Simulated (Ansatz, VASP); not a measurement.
# ReSbN: VASP beside Ansatz

```
Re Sb N
1.0
     3.49944    0.00000    0.00000
     0.00000    3.49944    0.00000
     0.00000    0.00000    8.76115
Re Sb N
2 2 2
Direct
  0.00000 0.50000 0.87324
  0.50000 0.00000 0.12676
  0.00000 0.50000 0.33346
  0.50000 0.00000 0.66654
  0.00000 0.00000 0.00000
  0.50000 0.50000 0.00000
```

Change from the starting cell: volume scaled by 1.06.

Alike in both runs: task single point; functional PBE; k mesh 8 × 8 × 3; occupations fermi-dirac, width 0.05 eV; no spin polarisation.

|  | VASP | Ansatz |
| --- | --- | --- |
| version | VASP 6.6.1 | Ansatz 0.2.0 |
| potentials or method | VASP PAW PBE potentials, release 64 (Re, Sb, N) | Ansatz PAW |
| plane-wave cutoff (eV) | 520 | 420 |
| valence electrons in the cell | 34 | 70 |

Ansatz gave:

| Property | Result |
| --- | --- |
| gap on the k mesh at the Fermi level (eV) | none |
| pressure (GPa) | -10.1 |
| largest component of the traceless stress (GPa) | 1.56 |
| rms of the force components (eV/Å) | 0.471 |

Question: Which values does VASP return?

Answer: gap on the k mesh at the Fermi level (eV): none; pressure (GPa): -9.3; largest component of the traceless stress (GPa): 1.49; rms of the force components (eV/Å): 0.390.

Atom by atom the forces differ by 0.085 eV/Å (rms over components). A gap of «none» marks a metal or a gap that the smearing closes. The two sets of potentials don't hold the same shells in valence.

Caveats: this functional lacks dispersion, which binds the layers, so the pressure and a relaxed spacing across them are unreliable; forces of over 1 eV/Å show positions far from the minimum, so gaps and moduli don't describe the material at rest. Spin-orbit coupling is left out, which matters for the levels of Re, Sb.
